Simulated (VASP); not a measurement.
Method: G0W0 on PBE orbitals, VASP's PBE PAW potentials (set 64) (plane waves; VASP 6.6.1).

A VASP calculation is set up with these files.

### POSCAR
```
NaI
4.5749810
  0.0000000000   0.7071067618   0.7071067618
  0.7071067618   0.0000000000   0.7071067618
  0.7071067618   0.7071067618   0.0000000000
Na I
1 1
Cartesian
  0.0000000000   0.0000000000   0.0000000000
  0.7071067618   0.7071067618   0.7071067618
```

### KPOINTS
```
Automatic mesh
0
Gamma
  6 6 6
0 0 0
```

**INCAR**
```
! general
SYSTEM      = NaI
PREC        = Normal
ENCUT       = 500
LREAL       = .FALSE.
LASPH       = .TRUE.
NBANDS      = 128

! electronic loop
ALGO        = EVGW0

! smearing
ISMEAR      = 0
SIGMA       = 0.01

! functional
GGA         = PE

! output
LWAVE       = .TRUE.
LCHARG      = .FALSE.

! other
ENCUTGW     = 180
NELMGW      = 1
NOMEGA      = 64
NBANDSGW    = 18
LSPECTRALGW = .TRUE.
```

POTCAR, in this order: Na_sv_GW I_GW (PBE.64 set). Program: vasp_std. Read from the step before: W*.

Output of the run:

### OSZICAR
```
energies w=
    0.000    0.000    1.202    0.000    2.401    0.000    3.596    0.000
    4.785    0.000    5.965    0.000    7.134    0.000    8.293    0.000
    9.438    0.000   10.571    0.000   11.689    0.000   12.793    0.000
   13.883    0.000   14.960    0.000   16.023    0.000   17.074    0.000
   18.114    0.000   19.143    0.000   20.163    0.000   21.175    0.000
   22.181    0.000   23.181    0.000   24.179    0.000   25.175    0.000
   26.171    0.000   27.170    0.000   28.173    0.000   29.182    0.000
   30.200    0.000   31.229    0.000   32.272    0.000   33.330    0.000
   34.408    0.000   35.508    0.000   36.634    0.000   37.789    0.000
   38.977    0.000   40.203    0.000   41.472    0.000   42.789    0.000
   44.160    0.000   45.592    0.000   47.094    0.000   48.673    0.000
   50.339    0.000   52.105    0.000   53.984    0.000   55.991    0.000
   58.145    0.000   60.467    0.000   62.981    0.000   65.720    0.000
   68.719    0.000   72.022    0.000   75.685    0.000   79.774    0.000
   84.376    0.000   89.598    0.000   95.579    0.000  102.504    0.000
  110.619    0.000  120.261    0.000  131.907    0.000  146.249    0.000
NQ=   1    0.0000    0.0000    0.0000,
 performed        488000 updates of chi_q(r,r)
NQ=   2    0.1667    0.0000    0.0000,
 performed       1400000 updates of chi_q(r,r)
NQ=   3    0.3333    0.0000    0.0000,
 performed       2312000 updates of chi_q(r,r)
NQ=   4    0.5000    0.0000    0.0000,
 performed       2993000 updates of chi_q(r,r)
NQ=   5    0.1667    0.1667    0.0000,
 performed       3799000 updates of chi_q(r,r)
NQ=   6    0.3333    0.1667    0.0000,
 performed       5098000 updates of chi_q(r,r)
NQ=   7    0.5000    0.1667    0.0000,
 performed       6397000 updates of chi_q(r,r)
NQ=   8   -0.3333    0.1667    0.0000,
 performed       7696000 updates of chi_q(r,r)
NQ=   9   -0.1667    0.1667    0.0000,
 performed       8755000 updates of chi_q(r,r)
NQ=  10    0.3333    0.3333    0.0000,
 performed       9561000 updates of chi_q(r,r)
NQ=  11    0.5000    0.3333    0.0000,
 performed      10860000 updates of chi_q(r,r)
NQ=  12   -0.3333    0.3333    0.0000,
 performed      11919000 updates of chi_q(r,r)
NQ=  13    0.5000    0.5000    0.0000,
 performed      12545000 updates of chi_q(r,r)
NQ=  14    0.5000    0.3333    0.1667,
 performed      13853000 updates of chi_q(r,r)
NQ=  15   -0.3333    0.3333    0.1667,
 performed      15041000 updates of chi_q(r,r)
NQ=  16   -0.3333    0.5000    0.1667,
 performed      16100000 updates of chi_q(r,r)
 resolving degeneracies of screened two electron integrals
```

File OUTCAR:
```


 k-point   1 :       0.0000    0.0000    0.0000
  band No.  KS-energies  QP-energies   sigma(KS)   V_xc(KS)     V^pw_x(r,r')   Z            occupation Imag(sigma)

      1     -49.7069     -58.1306     -40.7867     -29.2787     -49.1343       0.7320       2.0000       0.5501
      2     -21.6456     -26.7099     -34.8618     -28.3133     -41.3457       0.7733       2.0000       0.2687
      3     -21.6456     -26.7099     -34.8618     -28.3133     -41.3457       0.7733       2.0000       0.2687
      4     -21.6456     -26.7099     -34.8618     -28.3133     -41.3457       0.7733       2.0000       0.2687
      5     -10.2341     -11.4774     -13.6654     -11.9525     -18.9280       0.7259       2.0000       1.5350
      6       0.7862      -0.6087     -13.0658     -11.2934     -14.2551       0.7870       2.0000       0.1481
      7       0.7862      -0.6087     -13.0658     -11.2934     -14.2551       0.7870       2.0000       0.1481
      8       0.7862      -0.6087     -13.0658     -11.2934     -14.2551       0.7870       2.0000       0.1481
      9       4.4261       5.0986      -6.6100      -7.4255      -3.6852       0.8247       0.0000      -0.1340
     10       8.7467       9.3941      -6.2866      -7.0862      -2.9734       0.8097       0.0000      -0.1847
     11       8.7467       9.3941      -6.2866      -7.0862      -2.9734       0.8097       0.0000      -0.1847
     12       8.7467       9.3941      -6.2866      -7.0862      -2.9734       0.8097       0.0000      -0.1847
     13      10.6038      11.4471      -6.9712      -8.0300      -3.3679       0.7964       0.0000      -0.2361
     14      10.6038      11.4471      -6.9712      -8.0300      -3.3679       0.7964       0.0000      -0.2361
     15      11.2249      11.5223      -5.1100      -5.4867      -1.2234       0.7895       0.0000      -0.3317
     16      12.3202      13.0782      -6.7540      -7.7203      -2.6407       0.7845       0.0000      -0.4164
     17      12.3202      13.0782      -6.7540      -7.7203      -2.6407       0.7845       0.0000      -0.4164
     18      12.3202      13.0782      -6.7540      -7.7203      -2.6407       0.7845       0.0000      -0.4164

 k-point   2 :       0.1667    0.0000    0.0000
  band No.  KS-energies  QP-energies   sigma(KS)   V_xc(KS)     V^pw_x(r,r')   Z            occupation Imag(sigma)

      1     -49.7068     -58.1508     -40.7867     -29.2788     -49.1342       0.7338       2.0000       0.5501
      2     -21.6460     -26.7021     -34.8602     -28.3111     -41.3440       0.7720       2.0000       0.2694
      3     -21.6460     -26.7021     -34.8602     -28.3111     -41.3440       0.7720       2.0000       0.2694
      4     -21.6460     -26.7021     -34.8602     -28.3111     -41.3440       0.7720       2.0000       0.2694
      5     -10.1602     -11.3933     -13.7179     -12.0263     -18.9584       0.7290       2.0000       1.5161
      6       0.0525      -1.3805     -12.3487     -10.5084     -13.6459       0.7787       2.0000       0.1665
      7       0.7109      -0.6961     -13.0037     -11.2144     -14.2109       0.7863       2.0000       0.1502
      8       0.7109      -0.6961     -13.0037     -11.2144     -14.2109       0.7863       2.0000       0.1502
      9       5.2377       5.9227      -7.0161      -7.8522      -4.0249       0.8192       0.0000      -0.1422
     10       8.2537       8.8510      -6.3287      -7.0689      -3.0215       0.8069       0.0000      -0.1874
     11       8.9370       9.6166      -6.4532      -7.2961      -3.0944       0.8063       0.0000      -0.1932
     12       8.9370       9.6166      -6.4532      -7.2961      -3.0944       0.8063       0.0000      -0.1932
     13      10.0741      10.8681      -6.8379      -7.8334      -3.2664       0.7976       0.0000      -0.2339
     14      10.0741      10.8681      -6.8379      -7.8334      -3.2664       0.7976       0.0000      -0.2339
     15      11.6073      12.2811      -6.2923      -7.1500      -2.2730       0.7856       0.0000      -0.3680
     16      12.9556      13.4447      -5.7534      -6.3725      -1.6815       0.7901       0.0000      -0.4247
     17      13.7738      14.5847      -6.8336      -7.8610      -2.5878       0.7893       0.0000      -0.4943
     18      13.7738      14.5847      -6.8336      -7.8610      -2.5878       0.7893       0.0000      -0.4943

 k-point   3 :       0.3333    0.0000    0.0000
  band No.  KS-energies  QP-energies   sigma(KS)   V_xc(KS)     V^pw_x(r,r')   Z            occupation Imag(sigma)

      1     -49.7067     -58.1555     -40.7867     -29.2790     -49.1343       0.7342       2.0000       0.5501
      2     -21.6493     -26.6048     -34.8460     -28.2955     -41.3287       0.7565       2.0000       0.2743
      3     -21.6458     -26.7062     -34.8610     -28.3124     -41.3449       0.7728       2.0000       0.2690
      4     -21.6458     -26.7062     -34.8610     -28.3124     -41.3449       0.7728       2.0000       0.2690
      5     -10.0036     -11.2106     -13.8375     -12.1917     -19.0289       0.7334       2.0000       1.4744
      6      -0.9769      -2.5320     -11.8160      -9.7987     -13.4142       0.7709       2.0000       0.2114
      7       0.5704      -0.8588     -12.8985     -11.0778     -14.1408       0.7849       2.0000       0.1544
      8       0.5704      -0.8588     -12.8985     -11.0778     -14.1408       0.7849       2.0000       0.1544
      9       5.8884       6.4877      -6.4565      -7.1885      -3.4415       0.8187       0.0000      -0.1496
     10       8.5134       9.2539      -6.7615      -7.6788      -3.4626       0.8073       0.0000      -0.1885
     11       8.5134       9.2539      -6.7615      -7.6788      -3.4626       0.8073       0.0000      -0.1885
     12       8.7979       9.6139      -7.4823      -8.5080      -3.8857       0.7955       0.0000      -0.2319
     13      10.9419      11.5837      -5.9871      -6.7996      -2.0400       0.7899       0.0000      -0.3278
     14      11.1258      11.8759      -6.7222      -7.6687      -2.9527       0.7925       0.0000      -0.2805
     15      11.1258      11.8759      -6.7222      -7.6687      -2.9527       0.7925       0.0000      -0.2805
     16      16.0165      16.5369      -5.7544      -6.3972      -1.4622       0.8095       0.0000      -0.6609
     17      16.1510      16.9956      -6.8252      -7.8801      -2.3282       0.8006       0.0000      -0.6639
     18      16.1510      16.9956      -6.8252      -7.8801      -2.3282       0.8006       0.0000      -0.6639

 k-point   4 :       0.5000    0.0000    0.0000
  band No.  KS-energies  QP-energies   sigma(KS)   V_xc(KS)     V^pw_x(r,r')   Z            occupation Imag(sigma)

      1     -49.7067     -58.1958     -40.7866     -29.2791     -49.1343       0.7377       2.0000       0.5501
      2     -21.6506     -26.5829     -34.8403     -28.2896     -41.3225       0.7529       2.0000       0.2761
      3     -21.6457     -26.7102     -34.8611     -28.3121     -41.3451       0.7733       2.0000       0.2691
      4     -21.6457     -26.7102     -34.8611     -28.3121     -41.3451       0.7733       2.0000       0.2691
      5      -9.9203     -11.1117     -13.9062     -12.2853     -19.0705       0.7350       2.0000       1.4515
      6      -1.3957      -2.9964     -11.6482      -9.5527     -13.3898       0.7639       2.0000       0.2364
      7       0.5044      -0.9344     -12.8534     -11.0182     -14.1121       0.7840       2.0000       0.1563
      8       0.5044      -0.9344     -12.8534     -11.0182     -14.1121       0.7840       2.0000       0.1563
      9       5.8792       6.4248      -6.2295      -6.8943      -3.2597       0.8207       0.0000      -0.1471
     10       8.2550       8.9971      -6.8043      -7.7236      -3.5524       0.8073       0.0000      -0.1828
     11       8.2550       8.9971      -6.8043      -7.7236      -3.5524       0.8073       0.0000      -0.1828
     12       9.5376      10.5489      -7.9661      -9.2566      -4.0695       0.7837       0.0000      -0.2868
     13      11.0989      11.5644      -5.8239      -6.4162      -1.8762       0.7859       0.0000      -0.3322
     14      13.2055      14.1729      -7.6035      -8.8318      -3.5695       0.7876       0.0000      -0.3723
     15      13.2055      14.1729      -7.6035      -8.8318      -3.5695       0.7876       0.0000      -0.3723
     16      13.4945      14.0429      -6.0277      -6.7247      -1.7651       0.7868       0.0000      -0.4814
     17      13.4945      14.0429      -6.0277      -6.7247      -1.7651       0.7868       0.0000      -0.4814
     18      14.4683      15.4291      -6.9940      -8.1925      -2.8371       0.8016       0.0000      -0.5105

 k-point   5 :       0.1667    0.1667    0.0000
  band No.  KS-energies  QP-energies   sigma(KS)   V_xc(KS)     V^pw_x(r,r')   Z            occupation Imag(sigma)

      1     -49.7068     -58.1635     -40.7867     -29.2789     -49.1342       0.7349       2.0000       0.5501
      2     -21.6461     -26.6744     -34.8597     -28.3105     -41.3434       0.7678       2.0000       0.2694
      3     -21.6461     -26.6744     -34.8597     -28.3105     -41.3434       0.7678       2.0000       0.2694
      4     -21.6461     -26.6744     -34.8597     -28.3105     -41.3434       0.7678       2.0000       0.2694
      5     -10.1370     -11.3679     -13.7316     -12.0473     -18.9650       0.7308       2.0000       1.5103
      6       0.0586      -1.3695     -12.3111     -10.4785     -13.5946       0.7793       2.0000       0.1658
      7       0.5739      -0.8494     -12.9083     -11.0955     -14.1484       0.7851       2.0000       0.1537
      8       0.5739      -0.8494     -12.9083     -11.0955     -14.1484       0.7851       2.0000       0.1537
      9       5.5225       6.2389      -7.2336      -8.1119      -4.1982       0.8157       0.0000      -0.1466
     10       7.7373       8.2747      -5.9552      -6.6165      -2.7547       0.8126       0.0000      -0.1718
     11       8.8543       9.6316      -6.8310      -7.7991      -3.4036       0.8030       0.0000      -0.2086
     12       9.3640      10.0527      -6.5861      -7.4454      -3.1354       0.8014       0.0000      -0.2092
     13       9.3640      10.0527      -6.5861      -7.4454      -3.1354       0.8014       0.0000      -0.2092
     14      10.9207      11.7772      -7.0210      -8.0975      -3.3538       0.7957       0.0000      -0.2511
     15      12.9658      13.7248      -6.6689      -7.6347      -2.5069       0.7859       0.0000      -0.4509
     16      12.9658      13.7248      -6.6689      -7.6347      -2.5069       0.7859       0.0000      -0.4509
     17      12.9906      13.3872      -5.5105      -6.0132      -1.4571       0.7889       0.0000      -0.4246
...
```
(Selected blocks of OUTCAR.)

The mesh is coarse and the basis finite, so the quasiparticle values are not converged.

The compound is NaI in the rock salt structure. The cell was not relaxed at this level.
